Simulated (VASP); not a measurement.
Output of a VASP run:

### OUTCAR
```
 ion  position               nearest neighbor table
   1  0.000  0.000  0.000-   2 2.66   3 2.66   2 2.66   3 2.66   2 2.66   3 2.66
   2  0.667  0.333  0.757-   1 2.66   1 2.66   1 2.66
   3  0.333  0.667  0.243-   1 2.66   1 2.66   1 2.66
  LATTYP: Found a hexagonal cell.
 ALAT       =     3.7516150000
 C/A-ratio  =     1.6881961502
 Subroutine PRICEL returns:
 Original cell was already a primitive cell.
 Subroutine GETGRP returns: Found 12 space group operations
The static configuration has the point symmetry D_3d.
The dynamic configuration has the point symmetry D_3d.
 Subroutine INISYM returns: Found 12 space group operations
 Subroutine IBZKPT returns following result:
 Found     17 irreducible k-points:

 Following reciprocal coordinates:
            Coordinates               Weight
  0.000000  0.000000  0.000000      1.000000
  0.166667  0.000000  0.000000      6.000000
  0.333333  0.000000  0.000000      6.000000
  0.500000  0.000000  0.000000      3.000000
  0.166667  0.166667  0.000000      6.000000
  0.333333  0.166667  0.000000     12.000000
  0.333333  0.333333  0.000000      2.000000
  0.000000  0.000000  0.333333      2.000000
  0.166667  0.000000  0.333333      6.000000
  0.000000  0.166667  0.333333      6.000000
  0.333333  0.000000  0.333333      6.000000
  0.000000  0.333333  0.333333      6.000000
  0.500000  0.000000  0.333333      6.000000
  0.166667  0.166667  0.333333     12.000000
  0.333333  0.166667  0.333333     12.000000
 -0.166667  0.500000  0.333333     12.000000
  0.333333  0.333333  0.333333      4.000000
   k-points           NKPTS =     17   k-points in BZ     NKDIM =     17   number of bands    NBANDS=     17
   number of dos      NEDOS =    301   number of ions     NIONS =      3
   total plane-waves  NPLWV =  20736
   dimension x,y,z NGX =    24 NGY =   24 NGZ =   36
   dimension x,y,z NGXF=    48 NGYF=   48 NGZF=   72
   ions per type =               1   2
   PREC   = accura    normal or accurate (medium, high low for compatibility)
   ISTART =      0    job   : 0-new  1-cont  2-samecut
   ICHARG =      2    charge: 1-file 2-atom 10-const
   ISPIN  =      1    spin polarized calculation?
   LNONCOLLINEAR =      F non collinear calculations
   LSORBIT =      F    spin-orbit coupling
   INIWAV =      1    electr: 0-lowe 1-rand  2-diag
   ENCUT  =  300.0 eV  22.05 Ry    4.70 a.u.   5.30  5.30  8.94*2*pi/ulx,y,z
   NELM   =    100;   NELMIN=  2; NELMDL= -5     # of ELM steps
   EDIFF  = 0.1E-05   stopping-criterion for ELM
   LREAL  =      F    real-space projection
   NLSPLINE    = F    spline interpolate recip. space projectors
   LMAXMIX     =    4 max onsite mixed and CHGCAR
   VOSKOWN=      0    Vosko Wilk Nusair interpolation
   EDIFFG = 0.1E-04   stopping-criterion for IOM
   NSW    =      0    number of steps for IOM
   NBLOCK =      1;   KBLOCK =      1    inner block; outer block
   IBRION =     -1    ionic relax: 0-MD 1-quasi-New 2-CG
   NFREE  =      0    steps in history (QN), initial steepest desc. (CG)
   ISIF   =      2    stress and relaxation
   ISYM   =      2    0-nonsym 1-usesym 2-fastsym
   TEIN   =    0.0    initial temperature
   TEBEG  =    0.0;   TEEND  =   0.0 temperature during run
   SMASS  =  -3.00    Nose mass-parameter (am)
   PSTRESS=    0.0 pullay stress
   NELECT =      26.0000    total number of electrons
   EFERMI =   0.00;   METHOD = LEGACY
   ISMEAR =     0;   SIGMA  =   0.01  broadening in eV -4-tet -1-fermi 0-gaus
   IALGO  =     38    algorithm
   LDIAG  =      T    sub-space diagonalisation (order eigenvalues)
   IMIX   =      4    mixing-type and parameters
     AMIX     =   0.40;   BMIX     =  1.00
     AMIX_MAG =   1.60;   BMIX_MAG =  1.00
     AMIN     =   0.10
   GGA     = PS    functional components
   VOSKOWN =     0    Vosko Wilk Nusair interpolation
   LHFCALC =     F    Hartree Fock is set to
   LHFONE  =     F    Hartree Fock one center treatment
   AEXX    =    0.0000 exact exchange contribution
...
```

File OSZICAR:
```
       N       E                     dE             d eps       ncg     rms          rms(c)
DAV:   1     0.159938797197E+03    0.15994E+03   -0.93004E+03   586   0.120E+03
DAV:   2     0.126136514559E+01   -0.15868E+03   -0.15584E+03   661   0.310E+02
DAV:   3    -0.128556370629E+02   -0.14117E+02   -0.13848E+02   765   0.997E+01
DAV:   4    -0.131709100662E+02   -0.31527E+00   -0.31507E+00   757   0.160E+01
DAV:   5    -0.131784590200E+02   -0.75490E-02   -0.75481E-02   863   0.219E+00    0.541E+00
DAV:   6    -0.129255292778E+02    0.25293E+00   -0.51199E-01   849   0.878E+00    0.344E+00
DAV:   7    -0.128903134913E+02    0.35216E-01   -0.17178E-01   751   0.327E+00    0.857E-01
DAV:   8    -0.128881786647E+02    0.21348E-02   -0.13543E-02   692   0.130E+00    0.269E-01
DAV:   9    -0.128882053466E+02   -0.26682E-04   -0.12826E-03   662   0.256E-01    0.728E-02
DAV:  10    -0.128882095021E+02   -0.41555E-05   -0.10374E-04   826   0.809E-02    0.263E-02
DAV:  11    -0.128882240187E+02   -0.14517E-04   -0.25367E-05   641   0.293E-02    0.532E-03
DAV:  12    -0.128882246223E+02   -0.60359E-06   -0.84304E-07   591   0.706E-03
   1 F= -.12888225E+02 E0= -.12888225E+02  d E =-.539880E-24
       N       E                     dE             ncg
       N       E                     dE             ncg
       N       E                     dE             ncg
       N       E                     dE             ncg
```

File OUTCAR:
```
------------------------ aborting loop because EDIFF is reached ----------------------------------------
  FORCE on cell =-STRESS in cart. coord.  units (eV):
  Direction    XX          YY          ZZ          XY          YZ          ZX
  --------------------------------------------------------------------------------------
  Total        2.0219608      2.0219609      2.1628889     -0.0000003      0.0000000     -0.0000000
  in kB       41.9638156     41.9638183     44.8886411     -0.0000065      0.0000000     -0.0000000
  external PRESSURE =      42.9387583 kB  Pullay stress =       0.0000000 kB
  volume of cell :       77.20
      direct lattice vectors                 reciprocal lattice vectors
     3.751615000  0.000000000  0.000000000     0.266551872  0.153893831  0.000000000
    -1.875808000  3.248994000  0.000000000     0.000000000  0.307787580  0.000000000
     0.000000000  0.000000000  6.333462000     0.000000000  0.000000000  0.157891529
 POSITION                                       TOTAL-FORCE (eV/Angst)
 -----------------------------------------------------------------------------------
      0.00000      0.00000      0.00000         0.000000      0.000000      0.000000
      1.87581      1.08300      4.79506         0.000000     -0.000000     -0.745791
     -0.00000      2.16600      1.53840        -0.000000      0.000000      0.745791
 -----------------------------------------------------------------------------------
    total drift:                               -0.000000     -0.000000      0.000000
  FREE ENERGIE OF THE ION-ELECTRON SYSTEM (eV)
  ---------------------------------------------------
  free  energy   TOTEN  =       -12.8882246223 eV

  energy  without entropy=      -12.8882246223  energy(sigma->0) =      -12.88822462
```
(Selected blocks of OUTCAR.)

File POSCAR:
```
SnSe2
1
    3.7516150000     0.0000000000     0.0000000000
   -1.8758080000     3.2489940000     0.0000000000
    0.0000000000     0.0000000000     6.3334620000
Sn Se
1 2
Direct
  0.0000000000   0.0000000000   0.0000000000
  0.6666670000   0.3333330000   0.7571000000
  0.3333330000   0.6666670000   0.2429000000
```

Task: Reconstruct the remaining input files.

Result: One answer among several that fit: the input of the run itself, PBEsol GGA, plane waves, VASP's PBE PAW potentials (set 64).

KPOINTS_OPT:
```
k-points along high-symmetry lines
6
Line-mode
Reciprocal
  0.000000   0.000000   0.000000 ! GAMMA
  0.500000   0.000000   0.000000 ! M

  0.500000   0.000000   0.000000 ! M
  0.333333   0.333333   0.000000 ! K

  0.333333   0.333333   0.000000 ! K
  0.000000   0.000000   0.000000 ! GAMMA

  0.000000   0.000000   0.000000 ! GAMMA
  0.000000   0.000000   0.500000 ! A

  0.000000   0.000000   0.500000 ! A
  0.500000   0.000000   0.500000 ! L

  0.500000   0.000000   0.500000 ! L
  0.333333   0.333333   0.500000 ! H

  0.333333   0.333333   0.500000 ! H
  0.000000   0.000000   0.500000 ! A

  0.500000   0.000000   0.500000 ! L
  0.500000   0.000000   0.000000 ! M

  0.333333   0.333333   0.500000 ! H
  0.333333   0.333333   0.000000 ! K
```

### INCAR
```
SYSTEM = SnSe2
PREC = Accurate; ENCUT = 300; LREAL = .FALSE.
LASPH = .TRUE.
EDIFF = 1E-6; NELM = 100; ALGO = Normal
LMAXMIX = 4
ISMEAR = 0; SIGMA = 0.01
GGA = PS
ISIF = 2
LWAVE = .FALSE.; LCHARG = .FALSE.
```

### KPOINTS
```
kpoints
0
gamma
6 6 3
0 0 0
```

POTCAR, in this order: Sn_d Se (PBE.64 set). Program: vasp_std.

At this cut-off the stress carries a Pulay error, which pulls relaxed volumes low.

The structure comes from a computed database's SnSe2 entry; how it stands against other phases isn't given here. The cell was not relaxed at this level. The run is one of a series of settings (KPOINTS 6×6×3 Γ-centred mesh against the base run), some of them coarse on purpose.
